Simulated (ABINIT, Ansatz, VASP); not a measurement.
## BPO₄ (I-4, 6 atoms in the cell) computed with different codes at matched settings

Self-consistent single point.

```yaml
crystal:
  lattice:
    - [-2.13000, 2.13000, 3.26259]
    - [2.13000, -2.13000, 3.26259]
    - [2.13000, 2.13000, -3.26259]
  atoms:
    - { symbol: B, position: [0.25000, 0.75000, 0.50000] }
    - { symbol: P, position: [0.00000, 0.00000, 0.00000] }
    - { symbol: O, position: [0.26534, 0.38482, 0.39680] }
    - { symbol: O, position: [0.61518, 0.01198, 0.88052] }
    - { symbol: O, position: [0.98802, 0.86854, 0.60320] }
    - { symbol: O, position: [0.13146, 0.73466, 0.11948] }
```

Shared settings, as Ansatz (a quantum-chemistry and plane-wave program) writes them: kpoints.mp_grid.grid = 7 7 7; scf.occupations.method = fixed. Potentials and cutoffs stand in the table.

| code | model | pressure (GPa) | largest force (eV/Å) | gap on the mesh (eV) | cutoff |
|---|---|---|---|---|---|
| ABINIT | PBEsol, norm-conserving pseudopotentials (PseudoDojo nc-sr-04 PBEsol standard) | 17.29 | 1.373 | 8.063 | 42 Ha |
| VASP | PBEsol, VASP's PBE PAW potentials (set 64) | 12.03 | 1.456 | – | 400 eV |
| Ansatz | PBEsol, PAW files made with PBE | 18.26 | 1.584 | 8.003 | default |

A dash marks a value that a program does not give, or that is left out as unsure.

No gap is tabulated for VASP: it is not read from that output, or partly filled or unconverged empty levels leave it unsure.

Gaps are read on the mesh.

The spread over the programs that give each value: pressure within 6.23 GPa; largest force within 0.211 eV/Å; gap on the mesh within 0.060 eV.

Ansatz's pressure is given at a fixed set of plane waves, as the other plane-wave codes print theirs; with its correction for the finite basis it is 18.76 GPa (the shift of 0.50 GPa shows how far the cutoff is from converged). In the pressure, VASP (by 5.26) lies more than 1 GPa from the median of the plane-wave programs.

On the base mesh (6 6 6) the same programs gave: ABINIT pressure 17.29 GPa, gap on the mesh 8.059 eV; Ansatz pressure 18.26 GPa, gap on the mesh 7.998 eV; VASP pressure 12.01 GPa.

VASP's run is marked for a possible Pulay error in its stress at this cutoff; no cutoff test was made.

VASP ran the fixed occupations as a Gaussian smearing of 0.01 eV.

The starting cell comes from a database of computed structures (which also holds hypothetical and non-ambient phases and stackings), without a prior relaxation at this level. Its lattice was rescaled by a random factor within 2.5 % of one.

Left out of this page: Quantum ESPRESSO, GPAW, FLEUR and SIESTA (not drawn, or without a comparable value); CP2K (on another mesh).

Keys are those of Ansatz 0.2.
